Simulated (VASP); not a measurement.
Energy against volume of NaCl (rock salt). These are optB86b-vdW, VASP's PBE PAW potentials (set 64) (plane waves; VASP) values and carry that method's errors. Settings: 520 eV cut-off, 8×8×8 Γ-centred mesh, Gaussian smearing of 0.050 eV, potentials Na_pv Cl.

| V (Å³/atom) | E (eV/atom) |
|---|---|
| 21.445 | -1.52649 |
| 22.108 | -1.52831 |
| 22.771 | -1.52679 |
| 23.434 | -1.52249 |

Fit these four points and predict the energy of the run at 20.781 Å³/atom.

A cubic in V^(−2/3), the third-order Birch-Murnaghan form, passes through the four points with V0 = 22.12 Å³/atom and B0 = 27 GPa, and gives -1.5207 eV/atom there. The run gave -1.5207 eV/atom, -0.1 meV/atom from the fit; all five points give B0 = 27 GPa.

The compound is NaCl in the rock salt structure. It was relaxed first.
